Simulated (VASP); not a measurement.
A snapshot from molecular dynamics of Li, step 61; the first frame, the perfect lattice, has an electronic free energy F (no ionic kinetic energy) of -1.976 eV/atom. The Γ point alone samples so small a cell crudely.

Consider the following.

```
Li
1.0
   10.47000     0.00000     0.00000
    0.00000    10.47000     0.00000
    0.00000     0.00000    10.47000
Li
54
Cartesian
  0.67643   0.46192   9.86671
  3.11651  10.36873   0.13609
  7.42767  10.01144   0.13635
 10.18765   2.98450  10.07439
  0.44479   0.53319   3.83037
  1.77679   2.14278   1.58403
  3.89239   3.27470  10.29149
  3.84736  10.12976   3.97260
  5.13551   0.69722   1.59386
  7.49204   3.13156  10.01081
  6.68163   0.15727   3.53317
  8.27301   1.76417   1.81293
  9.97672   7.75321   0.18921
 10.42749   3.79687   4.36129
  1.17489   5.10386   1.48740
  2.82523   7.81886   0.42755
  0.11498   0.19452   6.65873
  2.23819   1.91835   5.73709
  2.64132   3.76928   3.71541
  4.25453   5.48529   1.24306
  7.57458   6.47344  10.34219
  3.75559  10.19493   8.04140
  5.14658   1.78642   5.21078
  5.43937   3.21894   2.42919
  9.23662   4.42129   2.10107
  6.31612   9.94792   6.75221
  8.57050   1.77193   5.00143
  0.11420   6.98193   3.43219
  1.41261   9.27346   1.84611
 10.29115   3.96616   7.15812
  2.05518   5.51242   5.83841
  2.87236   7.30987   3.38925
  5.22703   8.40613   2.37384
  2.37151   2.79789   8.37925
  4.36794   4.04856   6.83730
  4.85984   5.45106   4.48612
  6.82418   5.84158   2.28929
  8.33352   8.64243   2.43289
  5.68051   1.40602   9.31084
  7.29673   3.61278   6.82229
  8.11053   5.40346   4.95722
  8.49703   1.38435   8.32691
 10.28185   7.37450   6.32958
  2.37651   8.78477   5.73059
  1.89010   5.80851   9.18670
  3.93197   6.89388   7.34668
  6.21967   7.76374   4.72501
  5.77791   4.97516   9.00989
  6.88115   6.75429   7.33909
  8.84626   9.34224   5.03610
  9.41943   5.60601   8.87117
  1.22176   8.42045   8.38643
  5.44634   8.18551   9.52859
  8.67329   8.66548   8.01431
```

Computed with PBE GGA, VASP's PBE PAW potentials (set 64) (plane waves; VASP). Run with PREC = Normal, LREAL = Auto, ISYM = 0, EDIFF = 1E-5, 400 eV cut-off, 1×1×1 Γ-centred mesh, Fermi-Dirac smearing of 0.052 eV, potentials Li.

**Question.** Give F per atom of this frame and the forces (eV/Å).

**Answer.** -1.876 eV/atom.
```tsv
atom	Fx	Fy	Fz
Li1	-0.36	-0.23	-0.19
Li2	0.34	0.32	-0.04
Li3	0.11	-0.02	-0.10
Li4	0.23	0.27	0.10
Li5	0.01	0.07	-0.25
Li6	0.02	-0.06	0.15
Li7	0.01	-0.15	0.27
Li8	-0.25	0.24	-0.12
Li9	-0.21	0.13	-0.27
Li10	-0.17	0.56	0.38
Li11	0.32	-0.04	0.27
Li12	0.26	-0.21	0.13
Li13	0.27	0.05	0.12
Li14	0.22	-0.19	0.02
Li15	0.27	0.20	-0.16
Li16	0.17	-0.38	-0.22
Li17	0.16	0.18	0.30
Li18	-0.04	-0.08	0.00
Li19	0.28	-0.01	-0.18
Li20	-0.10	0.27	0.01
Li21	-0.05	0.18	0.23
Li22	-0.28	0.14	-0.34
Li23	0.06	0.24	0.12
Li24	0.27	-0.07	0.16
Li25	-0.38	0.05	-0.25
Li26	0.10	0.09	-0.06
Li27	-0.14	0.12	0.07
Li28	-0.20	-0.10	0.02
Li29	-0.36	0.16	0.41
Li30	0.12	-0.42	-0.21
Li31	-0.23	-0.01	0.04
Li32	0.12	-0.37	0.05
Li33	-0.01	-0.14	-0.58
Li34	-0.35	-0.26	-0.12
Li35	-0.06	-0.20	0.03
Li36	0.02	-0.08	0.08
Li37	0.09	0.07	0.20
Li38	0.05	-0.15	-0.05
Li39	-0.20	-0.01	-0.36
Li40	-0.14	-0.10	0.21
Li41	0.12	0.23	-0.10
Li42	0.16	-0.26	-0.36
Li43	-0.02	-0.44	-0.05
Li44	-0.17	0.03	0.04
Li45	0.09	-0.32	-0.13
Li46	0.12	0.22	-0.01
Li47	0.05	0.23	0.25
Li48	-0.25	-0.05	0.13
Li49	0.12	-0.13	-0.26
Li50	-0.12	-0.12	0.07
Li51	-0.05	0.01	-0.09
Li52	0.11	0.17	0.15
Li53	-0.09	0.15	0.11
Li54	-0.08	0.24	0.32
```

The cell is a supercell, built from Li (bcc). Its lattice is the typed one, not relaxed at this level.
